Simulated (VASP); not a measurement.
Given:

```xyz
4
Lattice="4.1838 2.0896 2.0896 2.0896 4.1838 2.0896 2.0896 2.0896 4.1838" Properties=species:S:1:pos:R:3 pbc="T T T"
Ni     0.0000     0.0000     0.0000
Ni     4.1815     4.1815     4.1815
O      2.0907     2.0907     2.0907
O      6.2722     6.2722     6.2722
```
Starting moments (μB, in the order of the record's atoms Ni Ni O O): 1.3 -1.3 0.0 0.0.

All values below come from PW91 GGA, VASP's PBE PAW potentials (set 64) (plane waves; VASP). Numerical set-up: 520 eV cut-off, Gaussian smearing of 0.050 eV, potentials Ni O.

Problem. Give the spin-up energies of bands 6 to 19 at the high-symmetry points, in eV from the valence-band maximum.

Solution. 
| band | Γ | T | H2 | L | S0 | F |
|---|---|---|---|---|---|---|
| 6 | -2.33 | -4.38 | -5.40 | -4.88 | -5.28 | -4.87 |
| 7 | -2.33 | -3.73 | -4.67 | -4.64 | -4.75 | -3.63 |
| 8 | -2.31 | -3.73 | -4.53 | -4.14 | -4.54 | -3.61 |
| 9 | -1.83 | -1.71 | -1.42 | -1.88 | -1.41 | -2.62 |
| 10 | -1.83 | -1.71 | -1.32 | -1.24 | -1.25 | -1.35 |
| 11 | -1.75 | -1.33 | -1.19 | -1.08 | -1.22 | -1.12 |
| 12 | -1.48 | -0.80 | -0.80 | -0.92 | -0.81 | -0.93 |
| 13 | -1.48 | -0.80 | -0.50 | -0.41 | -0.52 | -0.78 |
| 14 | -0.61 | -0.65 | -0.41 | -0.29 | -0.45 | -0.42 |
| 15 | -0.61 | -0.04 | -0.23 | -0.25 | -0.25 | -0.27 |
| 16 | -0.32 | -0.04 | -0.15 | -0.13 | -0.15 | -0.14 |
| 17 | 1.95 | 1.38 | 1.40 | 1.35 | 1.43 | 1.99 |
| 18 | 1.95 | 1.38 | 1.48 | 1.38 | 1.47 | 2.05 |
| 19 | 2.19 | 4.84 | 9.03 | 8.06 | 9.15 | 6.21 |

Problem. Give the spin-down energies of bands 6 to 19 at the high-symmetry points, in eV from the valence-band maximum.

Solution. 
```tsv
band	Γ	T	H2	L	S0	F
6	-2.33	-4.38	-5.40	-4.88	-5.28	-4.87
7	-2.33	-3.73	-4.67	-4.64	-4.75	-3.63
8	-2.31	-3.73	-4.53	-4.14	-4.54	-3.61
9	-1.83	-1.71	-1.42	-1.88	-1.41	-2.62
10	-1.83	-1.71	-1.32	-1.24	-1.25	-1.35
11	-1.75	-1.33	-1.19	-1.08	-1.22	-1.12
12	-1.48	-0.80	-0.80	-0.92	-0.81	-0.93
13	-1.48	-0.80	-0.50	-0.41	-0.52	-0.78
14	-0.61	-0.65	-0.41	-0.29	-0.45	-0.42
15	-0.61	-0.04	-0.23	-0.25	-0.25	-0.27
16	-0.32	-0.04	-0.15	-0.13	-0.15	-0.14
17	1.95	1.38	1.40	1.35	1.43	1.99
18	1.95	1.38	1.48	1.38	1.47	2.05
19	2.19	4.84	9.03	8.06	9.15	6.21
```

The gap is indirect, 1.04 eV, from the valence maximum at F-Γ at 0.55 to the conduction minimum at Γ-S0 at 0.73.

The compound is NiO in the rock salt, AFM-II order structure. It was relaxed first.
